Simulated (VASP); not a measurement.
Consider the following.

```
Ta
1.0
   -1.62998     1.62998     1.62998
    1.62998    -1.62998     1.62998
    1.62998     1.62998    -1.62998
Ta
1
Direct
  0.00000   0.00000   0.00000
```

Computed with LDA (Ceperley-Alder, Perdew-Zunger), VASP's LDA PAW potentials (set 64) (plane waves; VASP). Settings: 400 eV cut-off, 18×18×18 Γ-centred mesh, tetrahedra with Blöchl corrections, potentials Ta_pv.

**Question.** The job: Ta (space group Im-3m), 1 atom, LDA, static run, 400 eV, 18×18×18 Γ-centred mesh. Roughly how much core time does it take on a busy server core?

**Answer.** About 20 core-seconds (one run on a shared machine, a rough figure). It had 195 irreducible k-points, 9 bands, up to 327 plane waves and 12 electronic steps.

The structure comes from a computed database's Ta entry (Im-3m); how it stands against other phases isn't given here. It was relaxed first.
